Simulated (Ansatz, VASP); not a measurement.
NaMgF3 (Neighborite): VASP beside Ansatz

```xyz
5
Lattice="3.8760 0.0000 0.0000 0.0000 3.8760 0.0000 0.0000 0.0000 3.8760" Properties=species:S:1:pos:R:3 pbc="T T T"
Na    0.0000    0.0000    0.0100
Mg    1.9380    1.9380    1.9380
F     1.9380    1.9380    0.0000
F     0.0000    1.9380    1.9380
F     1.9380    0.0000    1.9380
```

Alike in both runs: task single point; functional LDA; k mesh 5 × 5 × 5; no spin polarisation.

|  | VASP | Ansatz |
| --- | --- | --- |
| version | VASP 6.6.1 | Ansatz 0.2.0 |
| potentials or method | VASP PAW LDA potentials, release 64 (Na_pv, Mg, F) | plane waves, PAW |
| plane-wave cutoff (eV) | 520 | 420 |
| occupations | gaussian, width 0.01 eV | fixed |
| valence electrons in the cell | 30 | 40 |

|  | VASP | Ansatz | Ansatz less VASP |
| --- | --- | --- | --- |
| rms of the force components (eV/Å) | 0.004 | 0.004 | -0.0001 |

Atom by atom the forces differ by 0.000 eV/Å (rms over components). The two sets of potentials don't hold the same shells in valence.

A k mesh can miss the band edges.
